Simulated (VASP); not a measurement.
Input:

```
Cd2SeTe
1.0
    2.19776     1.26888     7.16391
   -2.19776     1.26888     7.16391
    0.00000    -2.53775     7.16391
Cd Te Se
2 1 1
Direct
  0.00506   0.00506   0.00506
  0.49498   0.49498   0.49498
  0.62396   0.62396   0.62396
  0.12600   0.12600   0.12600
```

All values below come from LDA (Ceperley-Alder, Perdew-Zunger), VASP's LDA PAW potentials (set 64) (plane waves; VASP). Settings: 400 eV cut-off, 7×7×7 Γ-centred mesh, tetrahedra with Blöchl corrections, potentials Cd Te Se.

The cores are frozen, which limits the accuracy of field gradients.

Task: Give the principal components of the electric field gradient (V/Å²) and the asymmetry η at each nucleus.

Result: 
| atom | Vxx | Vyy | Vzz | η |
|---|---|---|---|---|
| Cd1 | 2.3 | 2.3 | -4.6 | 0.00 |
| Cd2 | -0.2 | -0.2 | 0.4 | - |
| Te3 | -32.1 | -32.1 | 64.3 | 0.00 |
| Se4 | 17.1 | 17.1 | -34.2 | 0.00 |

The structure comes from a computed database's Cd2TeSe entry (R3m); how it stands against other phases isn't given here. It was relaxed first, which changed the volume by -7 %.
